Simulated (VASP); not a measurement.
# NaY3S3 (Pm-3m) in VASP: a series of runs, part 2 of 2

VASP 6.6.1. Earlier steps stand in the parts before.

### Step 3. Relaxation of cell and atoms, PBE (species swapped into the Ce3GaBr3 type (Pm-3m, No. 221))

File INCAR:

```
PREC     = Accurate       # precision mode
ENCUT    = 600            # plane-wave cutoff, eV
EDIFF    = 1E-7           # SCF threshold, eV
ISMEAR   = 0              # smearing method
SIGMA    = 0.1            # smearing width, eV
LREAL    = False          # projectors in reciprocal space
LASPH    = True           # aspherical terms in the spheres
NELM     = 80             # most SCF steps
ALGO     = Normal         # electronic algorithm
ISIF     = 3              # what is computed and relaxed
LWAVE    = False          # write WAVECAR
LCHARG   = False          # write CHGCAR
GGA      = PE             # functional
IBRION   = 2              # ionic algorithm
NSW      = 90             # ionic steps
EDIFFG   = -0.04          # ionic threshold
```

File KPOINTS:

```
regular mesh
0
Gamma
  4 4 4
```

File POSCAR:

```
NaY3S3
1.0
    5.4837200900      0.0000000000      0.0000000000
    0.0000000000      5.4837200900      0.0000000000
    0.0000000000      0.0000000000      5.4837200900
Na Y S
1 3 3
Direct
    0.5000000000      0.5000000000      0.5000000000
    0.5000000000      0.5000000000      0.0000000000
    0.0000000000      0.5000000000      0.5000000000
    0.5000000000      0.0000000000      0.5000000000
    0.5000000000      0.0000000000      0.0000000000
    0.0000000000      0.5000000000      0.0000000000
    0.0000000000      0.0000000000      0.5000000000
```

Potentials or basis: VASP PAW PBE potentials, release 64 (Na_pv, Y_sv, S).

Started as:

```console
$ cat potpaw_PBE.64/Na_pv/POTCAR potpaw_PBE.64/Y_sv/POTCAR potpaw_PBE.64/S/POTCAR > POTCAR
$ mpirun -np 1 vasp_std > vasp.out
```

OUTCAR:

```text
PREC = Accurate
   ENCUT = 600
   EDIFF = 1E-7
   ISMEAR = 0
   LREAL = False
   LASPH = True
   NELM = 80
   ISIF = 3
   GGA = PE
   IBRION = 2
   NSW = 90
   EDIFFG = -0.04

 ion  position               nearest neighbor table
   1  0.500  0.500  0.500-   2 2.74   3 2.74   4 2.74   2 2.74   4 2.74   3 2.74
   2  0.500  0.500  0.000-   1 2.74   5 2.74   6 2.74   1 2.74   5 2.74   6 2.74   3 3.88   4 3.88
                             4 3.88   4 3.88   4 3.88   3 3.88   3 3.88   3 3.88
   3  0.000  0.500  0.500-   1 2.74   6 2.74   7 2.74   6 2.74   7 2.74   1 2.74   2 3.88   4 3.88
                             4 3.88   2 3.88   2 3.88   4 3.88   2 3.88   4 3.88
   4  0.500  0.000  0.500-   1 2.74   5 2.74   7 2.74   5 2.74   1 2.74   7 2.74   2 3.88   3 3.88
                             2 3.88   3 3.88   2 3.88   3 3.88   2 3.88   3 3.88
   5  0.500  0.000  0.000-   2 2.74   4 2.74   4 2.74   2 2.74
   6  0.000  0.500  0.000-   2 2.74   3 2.74   3 2.74   2 2.74
   7  0.000  0.000  0.500-   3 2.74   4 2.74   3 2.74   4 2.74

  LATTYP: Found a simple cubic cell.
 ALAT       =     5.4837200900

  Lattice vectors:

 A1 = (   5.4837200900,   0.0000000000,   0.0000000000)
 A2 = (   0.0000000000,   5.4837200900,   0.0000000000)
 A3 = (   0.0000000000,   0.0000000000,   5.4837200900)

Analysis of symmetry for initial positions (statically):
=====================================================================
 Subroutine PRICEL returns:
 Original cell was already a primitive cell.

 Routine SETGRP: Setting up the symmetry group for a
 simple cubic supercell.

 Subroutine GETGRP returns: Found 48 space group operations
 (whereof 48 operations were pure point group operations)
 out of a pool of 48 trial point group operations.

The static configuration has the point symmetry O_h .

Analysis of symmetry for dynamics (positions and initial velocities):
=====================================================================
 Subroutine PRICEL returns:
 Original cell was already a primitive cell.

 Routine SETGRP: Setting up the symmetry group for a
 simple cubic supercell.

 Subroutine GETGRP returns: Found 48 space group operations
 (whereof 48 operations were pure point group operations)
 out of a pool of 48 trial point group operations.

The dynamic configuration has the point symmetry O_h .

 Subroutine INISYM returns: Found 48 space group operations
[... 102 lines left out ...]
   PSTRESS=    0.0 pullay stress
   NELECT =      58.0000    total number of electrons
   NUPDOWN=      -1.0000    fix difference up-down
   EMIN   =  10.00;   EMAX   =-10.00  energy-range for DOS
   EFERMI =   0.00;   METHOD = LEGACY
   ISMEAR =     0;   SIGMA  =   0.10  broadening in eV -4-tet -1-fermi 0-gaus
   EFERMI_NEDOS =   21; number of points for ismear=-14 and -15
   IALGO  =     38    algorithm
   IMIX   =      4    mixing-type and parameters
     AMIX     =   0.40;   BMIX     =  1.00
     AMIX_MAG =   1.60;   BMIX_MAG =  1.00
  volume/ion in A,a.u.               =      23.56       158.97
  Fermi-wavevector in a.u.,A,eV,Ry     =   1.155604  2.183774 18.169488  1.335420
  Thomas-Fermi vector in A             =   2.292231
   LORBIT       =      0    0 simple, 1 ext, 2 COOP (PROOUT), +10 PAW based schemes
   GGA     = PE    functional components
   LHFCALC =     F    Hartree Fock is set to
   AEXX    =    0.0000 exact exchange contribution
   IVDW    =     0    specifies the selected vdW correction
   LEPSILON=     F    determine dielectric tensor
   LRPA    =     F    only Hartree local field effects (RPA)
 conjugate gradient relaxation of ions
 non-spin polarized calculation
 Gauss-broadening in eV      SIGMA  =   0.10
  energy-cutoff  :      600.00
  volume of cell :      164.90
 maximum number of plane-waves:      5528
 NGX is ok and might be reduce to    48
   NGX = 21   NGY = 21   NGZ = 21

--------------------------------------- Ionic step        1  -------------------------------------------

 number of electron      58.0000010 magnetization

 Free energy of the ion-electron system (eV)
  ---------------------------------------------------
  ext. energy  EPLUGINS =         0.00000000
  ---------------------------------------------------
  free energy    TOTEN  =       -38.72053756 eV

  energy without entropy =      -38.70488542  energy(sigma->0) =      -38.71271149

 E-fermi :   3.7322     XC(G=0):  -9.5257

 val. band max:        3.7130338846   @ k =   0.5000   0.5000   0.2500
 cond. band min:       3.7950643997   @ k =   0.5000   0.5000   0.5000
 fundamental gap:      0.0820305150
 Fermi energy:         3.7322110596

 k-point     1 :       0.0000    0.0000    0.0000
  band No.  band energies     occupation
      1     -38.9435      2.00000
      2     -38.9175      2.00000
      3     -38.9175      2.00000
      4     -21.9177      2.00000
      5     -21.9177      2.00000
      6     -21.9177      2.00000
[... 440 lines left out ...]
--------------------------------------- Ionic step        3  -------------------------------------------

 number of electron      57.9999990 magnetization

 Free energy of the ion-electron system (eV)
  ---------------------------------------------------
  ext. energy  EPLUGINS =         0.00000000
  ---------------------------------------------------
  free energy    TOTEN  =       -38.93549580 eV

  energy without entropy =      -38.91979397  energy(sigma->0) =      -38.92764488

 E-fermi :   3.1992     XC(G=0):  -9.1875

 val. band max:        3.1662840788   @ k =   0.5000   0.5000   0.2500
 cond. band min:       3.2180325529   @ k =   0.5000   0.5000   0.5000
 fundamental gap:      0.0517484740
 Fermi energy:         3.1992421713

 k-point     1 :       0.0000    0.0000    0.0000
  band No.  band energies     occupation
      1     -39.7547      2.00000
      2     -39.7373      2.00000
      3     -39.7373      2.00000
      4     -22.2364      2.00000
      5     -22.2364      2.00000
      6     -22.2364      2.00000
[... 393 lines left out ...]
  FREE ENERGIE OF THE ION-ELECTRON SYSTEM (eV)
  ---------------------------------------------------
  free  energy   TOTEN  =       -38.9354957991 eV

  energy  without entropy=      -38.9197939690  energy(sigma->0) =      -38.92764488

 reached required accuracy - stopping structural energy minimisation
```

Run time: 5.4 min. Hardware: 1 thread of Intel Xeon Platinum 8259CL at 2.50GHz (Skylake/Cascade Lake), shared host; peak memory 0.37 GiB.

What came out:

```yaml
Free_energy: -38.9355 eV
Relaxed_volume: 25.53 Å³/atom
Relaxed_cell: a = 5.632 Å, b = 5.632 Å, c = 5.632 Å, α = 90.00°, β = 90.00°, γ = 90.00°
Space_group_after_relaxing_to_0.05_Å: Pm-3m (No. 221)
Energy_gained_by_relaxing: 30.7 meV/atom
Ionic_steps: 3
Pressure_after_relaxing: 0.0 GPa
Band_gap_on_the_k_mesh: none (metal or under the smearing width)
```

The path:
```
step  energy change (eV)  largest force (eV/Å)  pressure (GPa)  volume (Å³)
   1              0.0000                0.0000            5.35       164.90
   2             -0.1852                0.0000           -1.64       184.39
   3             -0.2150                0.0000            0.01       178.68
```

Final structure:
```
Na Y S
1.0
     5.63240    0.00000    0.00000
     0.00000    5.63240    0.00000
     0.00000    0.00000    5.63240
Na Y S
1 3 3
Direct
  0.50000 0.50000 0.50000
  0.50000 0.50000 0.00000
  0.00000 0.50000 0.50000
  0.50000 0.00000 0.50000
  0.50000 0.00000 0.00000
  0.00000 0.50000 0.00000
  0.00000 0.00000 0.50000
```

Levels at points of the mesh, in eV from the Fermi level:
```tsv
k point	band 27	band 28	band 29	band 30	band 31	band 32
(0.00, 0.00, 0.00)	-1.07	-1.07	-0.40	-0.40	-0.40	2.18
(0.50, 0.00, 0.00)	-1.50	-1.50	-0.19	0.48	0.75	0.75
(0.50, 0.50, 0.00)	-0.94	-0.70	-0.20	0.17	0.17	2.31
(0.50, 0.50, 0.50)	-0.93	-0.48	0.02	0.02	0.02	3.28
```

### Step 4. Single point, PBE (species swapped into the Ce3GaBr3 type (Pm-3m, No. 221))

File INCAR:

```
  PREC = Accurate
  ENCUT = 520
  EDIFF = 1E-6
  ISMEAR = 0
  SIGMA = 0.1
  LREAL = False
  LASPH = True
  NELM = 100
  ALGO = Fast
  ISIF = 2
  LWAVE = False
  LCHARG = False
  GGA = PE
  NBANDS = 38
```

File KPOINTS:

```
regular mesh
0
Gamma
  8 8 8
```

Edit POSCAR of step 3 so:

```diff
@@ -2,5 +2,5 @@
 1.0
-    5.4837200900      0.0000000000      0.0000000000
-    0.0000000000      5.4837200900      0.0000000000
-    0.0000000000      0.0000000000      5.4837200900
+    5.6319906633      0.0000000000      0.0000000000
+    0.0000000000      5.6319906633      0.0000000000
+    0.0000000000      0.0000000000      5.6319906633
 Na Y S
```

Started as:

```console
$ cat potpaw_PBE.64/Na_pv/POTCAR potpaw_PBE.64/Y_sv/POTCAR potpaw_PBE.64/S/POTCAR > POTCAR
$ mpirun -np 1 vasp_std > vasp.out
```

Run time: 4.8 min. Hardware: 1 thread of Intel Xeon 6975P-C (Granite Rapids), shared host; peak memory 0.4 GiB.

The run converged. Its results:

- Free energy: -38.9456 eV
- Pressure: -0.1 GPa
- Band gap on the k mesh: none (metal or under the smearing width)

Levels at points of the mesh, in eV from the Fermi level:
```tsv
k point	band 27	band 28	band 29	band 30	band 31	band 32
(0.00, 0.00, 0.00)	-1.03	-1.03	-0.36	-0.36	-0.36	2.21
(0.50, 0.00, 0.00)	-1.46	-1.46	-0.16	0.50	0.78	0.78
(0.50, 0.50, 0.00)	-0.92	-0.66	-0.17	0.20	0.20	2.35
(0.50, 0.50, 0.50)	-0.89	-0.46	0.05	0.05	0.05	3.32
```

### Step 5. Summary

```csv
task,cell,k mesh,cutoff (eV),gap on the mesh (eV),pressure (GPa)
single point,"species swapped into the Ce3GaBr3 type (Pm-3m, No. 221)",4 × 4 × 4,520,none,0.0
relaxation of cell and atoms,"relaxed from: species swapped into the Ce3GaBr3 type (Pm-3m, No. 221)",4 × 4 × 4,600,none,0.0
single point,"species swapped into the Ce3GaBr3 type (Pm-3m, No. 221)",8 × 8 × 8,520,none,-0.1
```

Alike in all rows: level PBE; potentials or basis VASP PAW PBE potentials, release 64 (Na_pv, Y_sv, S); no spin polarisation; smearing gaussian 0.1 eV.

Absolute energies hang on the potentials; compare differences alone.
